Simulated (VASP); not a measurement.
Method: PW91 GGA, VASP's PBE PAW potentials (set 64) (plane waves; VASP).

VASP input:

**KPOINTS**
```
Automatic mesh
0
Gamma
1 1 1
0 0 0
```

INCAR:
```
SYSTEM = Ga atom
PREC = Normal
ENCUT = 520
EDIFF = 1E-6
NELM = 200
ALGO = All
LREAL = .FALSE.
LASPH = .TRUE.
ISMEAR = 0
SIGMA = 0.01
GGA = 91
LMAXMIX = 4
ISPIN = 2
MAGMOM = 1
LORBIT = 10
LWAVE = .FALSE.
LCHARG = .FALSE.
ISYM = 0
NUPDOWN = 1
```

POSCAR:
```
Ga atom
1
   12.0000000000     0.0000000000     0.0000000000
    0.0000000000    12.5000000000     0.0000000000
    0.0000000000     0.0000000000    13.0000000000
Ga
1
Direct
  0.0000000000   0.0000000000   0.0000000000
```

POTCAR, in this order: Ga_d (PBE.64 set). Program: vasp_gam. Read from the step before: WAVECAR.

Output

### OSZICAR
```
       N       E                     dE             d eps       ncg     rms           ort
SDA:   1    -0.251666870892E+00   -0.25167E+00    0.00000E+00    11   0.427E-02   0.000E+00
CGA:   2    -0.252716999527E+00   -0.10501E-02   -0.10505E-02    11   0.155E-02  -0.607E-05
CGA:   3    -0.252938460837E+00   -0.22146E-03   -0.22109E-03    11   0.181E-03  -0.653E-05
CGA:   4    -0.252991194637E+00   -0.52734E-04   -0.52769E-04    11   0.589E-04  -0.373E-06
CGA:   5    -0.253006778296E+00   -0.15584E-04   -0.15559E-04    11   0.128E-04   0.430E-06
CGA:   6    -0.253011069662E+00   -0.42914E-05   -0.42841E-05    11   0.410E-05   0.620E-07
CGA:   7    -0.253012655105E+00   -0.15854E-05   -0.15816E-05    11   0.330E-05   0.245E-07
CGA:   8    -0.253014051920E+00   -0.13968E-05   -0.14930E-05    11   0.410E-05  -0.462E-06
CGA:   9    -0.253017079458E+00   -0.30275E-05   -0.30329E-05    11   0.839E-05   0.191E-07
CGA:  10    -0.253028873692E+00   -0.11794E-04   -0.11790E-04    11   0.267E-04   0.697E-08
CGA:  11    -0.253043004926E+00   -0.14131E-04   -0.14435E-04    11   0.345E-04  -0.187E-05
CGA:  12    -0.253053993937E+00   -0.10989E-04   -0.10587E-04    11   0.200E-04  -0.451E-06
CGA:  13    -0.253059153688E+00   -0.51598E-05   -0.49994E-05    11   0.110E-04   0.434E-06
CGA:  14    -0.253061774682E+00   -0.26210E-05   -0.26103E-05    11   0.520E-05   0.755E-07
CGA:  15    -0.253062988437E+00   -0.12138E-05   -0.12192E-05    11   0.231E-05  -0.965E-08
CGA:  16    -0.253063489834E+00   -0.50140E-06   -0.50663E-06    11   0.919E-06   0.225E-07
   1 F= -.25306349E+00 E0= -.25306349E+00  d E =-.810418E-15  mag=     1.0000
```

**OUTCAR**
```
------------------------ aborting loop because EDIFF is reached ----------------------------------------
  FORCE on cell =-STRESS in cart. coord.  units (eV):
  Direction    XX          YY          ZZ          XY          YZ          ZX
  --------------------------------------------------------------------------------------
  Total       -0.0020510      0.0005286      0.0027077      0.0013735      0.0013274     -0.0003919
  in kB       -0.0016852      0.0004343      0.0022247      0.0011285      0.0010906     -0.0003220
  external PRESSURE =       0.0003246 kB  Pullay stress =       0.0000000 kB
  volume of cell :     1950.00
      direct lattice vectors                 reciprocal lattice vectors
    12.000000000  0.000000000  0.000000000     0.083333333  0.000000000  0.000000000
     0.000000000 12.500000000  0.000000000     0.000000000  0.080000000  0.000000000
     0.000000000  0.000000000 13.000000000     0.000000000  0.000000000  0.076923077
 POSITION                                       TOTAL-FORCE (eV/Angst)
 -----------------------------------------------------------------------------------
      0.00000      0.00000      0.00000        -0.000003     -0.000001     -0.000002
 -----------------------------------------------------------------------------------
    total drift:                               -0.000003     -0.000001     -0.000002
  FREE ENERGIE OF THE ION-ELECTRON SYSTEM (eV)
  ---------------------------------------------------
  free  energy   TOTEN  =        -0.2530634898 eV

  energy  without entropy=       -0.2530634898  energy(sigma->0) =       -0.25306349

 total charge

# of ion       s       p       d       tot
------------------------------------------
    1        1.196   0.280   9.915  11.391

 magnetization (x)

# of ion       s       p       d       tot
------------------------------------------
    1       -0.007   0.280  -0.002   0.271
```
(Selected blocks of OUTCAR.)

The atom may not be in its lowest state.

The cell is a free atom in a box.
